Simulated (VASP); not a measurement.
Data:

```
CELL_PARAMETERS angstrom
     -1.53678     1.53678     1.53678
      1.53678    -1.53678     1.53678
      1.53678     1.53678    -1.53678
ATOMIC_POSITIONS crystal
  Mo 0.00000 0.00000 0.00000
```

Level of theory: vdW-DF-cx, VASP's PBE PAW potentials (set 64) (plane waves; VASP). Run with 520 eV cut-off, 16×16×16 Γ-centred mesh, first-order Methfessel-Paxton smearing of 0.10 eV, potentials Mo_sv.

Question: Estimate the energy per atom (σ→0), pressure, band gap (on the k-mesh) with the smallest direct gap where there is one.

Answer: 
```json
{
  "band gap (on the k-mesh)": "none (metal, semimetal or under 0.01 eV)",
  "energy per atom (σ→0)": "-8.362 eV/atom",
  "pressure": "18.94 GPa"
}
```

The absolute energy has meaning only against runs of the same code, potentials and settings.

The compound is Mo in the bcc structure. This cell is one point of a volume scan, at 0.94 of the reference volume.
